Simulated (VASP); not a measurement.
Cost and result of VASP (PAW) for the bulk modulus of C (diamond). Static lattice, third-order Birch-Murnaghan fit over five volumes. The cost counts the five points of the equation of state, each on the mesh and cut-off of its row, so the ratios hold those differences too. With PBEsol it took about 20 core-seconds. The timings are rough (shared machines, no repeats); factors under 2 mean little.

Measured: 455 GPa at 0 K (as given by Daniel Mejia-Rodriguez et al., Physical Review B (2018), arXiv:1807.09216; 0 K value with the zero-point phonon effect removed).

```csv
level,k-mesh,cut-off (eV),bulk modulus (GPa),error (%),cost over PBEsol
LDA,13×13×13,520,466,+2.5,within a factor of 2
PBEsol,13×13×13,520,450,-1.0,reference
r2SCAN,13×13×13,520,450,-1.0,about 5 times
SCAN,13×13×13,520,458,+0.7,about 6 times
```

Within 3 % of the measurement lie LDA, PBEsol, r2SCAN, SCAN; LDA, PBEsol stand at the low end of their costs, within a factor of 2 against PBEsol.

Left out are levels that failed, ran on another kind of processor or have no fit band path; at most nine are shown.

The compound is C in the diamond structure.
